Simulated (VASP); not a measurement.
```xyz
2
Lattice="0.0000 2.4340 2.4340 2.4340 0.0000 2.4340 2.4340 2.4340 0.0000" Properties=species:S:1:pos:R:3 pbc="T T T"
Gd     0.0000     0.0000     0.0000
N      2.4340     2.4340     2.4340
```
Starting moments (μB, in the order of the record's atoms Gd N): 7.0 0.0.

Level of theory: PBE GGA, VASP's PBE PAW potentials (set 64) (plane waves; VASP 6.6.1). Numerical set-up: 400 eV cut-off, 6×6×6 Γ-centred mesh, Fermi-Dirac smearing of 0.010 eV, potentials Gd N.

The moments were started parallel, and other spin orders were not tried in this run.

**Question.** Give the spin-up energies of bands 6 to 18 at the high-symmetry points, in eV from the Fermi level.

**Answer.** 
| band | Γ | X | U | L | W |
|---|---|---|---|---|---|
| 6 | -3.40 | -3.23 | -3.34 | -4.60 | -3.49 |
| 7 | -3.40 | -3.23 | -3.18 | -3.03 | -3.06 |
| 8 | -3.40 | -3.01 | -3.01 | -3.03 | -3.06 |
| 9 | -3.14 | -2.94 | -2.97 | -3.03 | -2.95 |
| 10 | -2.85 | -2.93 | -2.92 | -2.88 | -2.95 |
| 11 | -2.85 | -2.93 | -2.92 | -2.88 | -2.92 |
| 12 | -2.85 | -2.92 | -2.91 | -2.85 | -2.87 |
| 13 | 0.42 | -1.26 | -2.19 | -2.84 | -1.99 |
| 14 | 0.42 | -0.63 | -1.48 | -2.78 | -1.51 |
| 15 | 0.42 | 0.00 | -1.25 | -2.78 | -1.51 |
| 16 | 2.59 | 0.00 | 2.10 | 5.47 | 3.76 |
| 17 | 2.59 | 6.98 | 6.20 | 6.30 | 3.76 |
| 18 | 2.59 | 7.30 | 7.16 | 6.30 | 7.53 |

**Question.** Give the spin-down energies of bands 6 to 18 at the high-symmetry points, in eV from the Fermi level.

**Answer.** 
```csv
band,Γ,X,U,L,W
6,-0.91,-0.87,-2.25,-4.26,-2.59
7,-0.91,-0.75,-1.61,-2.65,-1.21
8,-0.91,-0.75,-1.11,-2.65,-1.21
9,1.95,0.14,1.61,2.12,2.03
10,2.58,2.29,2.27,2.23,2.03
11,2.58,2.36,2.29,2.23,2.37
12,2.58,2.41,2.41,2.50,2.37
13,3.27,2.41,2.44,2.50,2.46
14,3.27,2.46,2.48,2.53,2.51
15,3.27,3.03,2.70,2.60,2.59
16,3.47,3.03,3.57,6.05,4.80
17,3.47,8.13,7.12,7.35,4.80
18,3.47,8.19,8.44,7.35,8.50
```

It has no gap at this level: it comes out as a metal or semimetal.

The structure is a typed GdN crystal (Fm-3m). The cell was not relaxed at this level. The k-mesh is coarse (spacing up to 0.37 per Å, 2π included), so the numbers may not be converged in it.
